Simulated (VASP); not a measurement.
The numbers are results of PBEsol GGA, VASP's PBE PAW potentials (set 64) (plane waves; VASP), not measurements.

VASP ran on this input.

INCAR:
```
! general
SYSTEM   =  AlNi
PREC     =  Accurate
ENCUT    =  400
LREAL    =  .FALSE.
LASPH    =  .TRUE.

! electronic loop
EDIFF    =  1E-7
NELM     =  100
ALGO     =  Normal
LMAXMIX  =  4

! smearing
ISMEAR   =  -5

! functional
GGA      =  PS

! ions
ISIF     =  2

! output
LWAVE    =  .FALSE.
LCHARG   =  .TRUE.
LORBIT   =  11
NEDOS    =  601
```

File KPOINTS:
```
Automatic mesh
0
Gamma
18 18 18
0 0 0
```

File POSCAR:
```
AlNi
1
    1.3489479308     0.7788157914     3.8623406781
   -1.3489479308     0.7788157914     3.8623406781
    0.0000000000    -1.5576306760     3.8623406960
Al Ni
1 1
Direct
  0.0000000000   0.0000000000   0.0000000000
  0.5000000000   0.5000000000   0.5000000000
```

POTCAR, in this order: Al Ni (PBE.64 set). Program: vasp_std.

What does the run give for the energy per atom (σ→0), band gap (on the k-mesh)?

```yaml
energy per atom (σ→0): -5.531 eV/atom
band gap (on the k-mesh): none (metal, semimetal or under 0.01 eV)
```

**OSZICAR**
```
...
DAV:   9    -0.110631567236E+02    0.17435E-01   -0.76945E-02 12960   0.394E+00    0.327E-01
DAV:  10    -0.110625927077E+02    0.56402E-03   -0.31589E-03 14302   0.825E-01    0.206E-01
DAV:  11    -0.110623774636E+02    0.21524E-03   -0.35004E-04 13162   0.296E-01    0.454E-02
DAV:  12    -0.110623748083E+02    0.26553E-05   -0.95621E-06 13468   0.330E-02    0.306E-02
DAV:  13    -0.110623708013E+02    0.40070E-05   -0.46020E-05 14574   0.933E-02    0.488E-03
DAV:  14    -0.110623707006E+02    0.10070E-06   -0.88214E-07 12736   0.141E-02    0.171E-03
DAV:  15    -0.110623706309E+02    0.69682E-07   -0.26518E-08  6222   0.220E-03
   1 F= -.11062371E+02 E0= -.11062371E+02  d E =0.000000E+00
```

The structure was generated: AlNi was put into the CuPt type (R-3m), which need not be its known phase. It was relaxed first, which changed the volume by -8 %. The run is not spin-polarised, so no magnetic state was tried. The electron count is odd and the run is not spin-polarised, which forces a metal.
